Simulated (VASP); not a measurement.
Level of theory: PBE GGA, VASP's PBE PAW potentials (set 64) (plane waves; VASP 6.6.1).

The input files of a VASP run:

File POSCAR:
```
VSi
1
    3.7316370000     0.0000000000     0.0000000000
   -1.8658190000     3.2316930000     0.0000000000
    0.0000000000     0.0000000000     5.2009890000
V Si
2 2
Direct
  0.0000000000   0.0000000000   0.0000000000
  0.0000000000   0.0000000000   0.5000000000
  0.3333330000   0.6666670000   0.2500000000
  0.6666670000   0.3333330000   0.7500000000
```

INCAR:
```
! general
SYSTEM   =  VSi
PREC     =  Accurate
ENCUT    =  300
LREAL    =  .FALSE.
LASPH    =  .TRUE.

! electronic loop
EDIFF    =  1E-6
NELM     =  100
ALGO     =  Normal
LMAXMIX  =  4

! smearing
ISMEAR   =  0
SIGMA    =  0.1

! functional
GGA      =  PE

! spin
ISPIN    =  2
MAGMOM   =  2*2.0 2*0.0

! ions
ISIF     =  2

! output
LWAVE    =  .FALSE.
LCHARG   =  .FALSE.
LORBIT   =  11
```

### KPOINTS
```
Automatic
0
G
  6 6 4
0 0 0
```

POTCAR, in this order: V_sv Si (PBE.64 set). Program: vasp_std.

Task: What does the run give for the energy per atom (σ→0), cell moment, band gap (on the k-mesh)?

Result: 
```yaml
energy per atom (σ→0): -7.164 eV/atom
cell_moment: 0.00 μB
band gap (on the k-mesh): none (metal, semimetal or under 0.01 eV)
```

### OSZICAR
```
...
DAV:   9    -0.286668281886E+02    0.23625E-02   -0.15785E-01  2549   0.256E+00    0.117E+00
DAV:  10    -0.286665240463E+02    0.30414E-03   -0.35767E-03  2196   0.468E-01    0.478E-01
DAV:  11    -0.286657092839E+02    0.81476E-03   -0.14977E-02  2417   0.895E-01    0.186E-01
DAV:  12    -0.286656709703E+02    0.38314E-04   -0.85389E-04  2349   0.219E-01    0.688E-02
DAV:  13    -0.286656722862E+02   -0.13159E-05   -0.87630E-05  2551   0.634E-02    0.315E-02
DAV:  14    -0.286656777861E+02   -0.55000E-05   -0.10545E-05  2290   0.258E-02    0.790E-03
DAV:  15    -0.286656780051E+02   -0.21892E-06   -0.13682E-06  1137   0.960E-03
   1 F= -.28665678E+02 E0= -.28657799E+02  d E =-.157587E-01  mag=     0.0008
```

The structure was generated: VSi was put into an ordered model structure, which need not be its known phase. The cell was not relaxed at this level. The k-mesh is coarse (spacing up to 0.32 per Å, 2π included), so the numbers may not be converged in it.
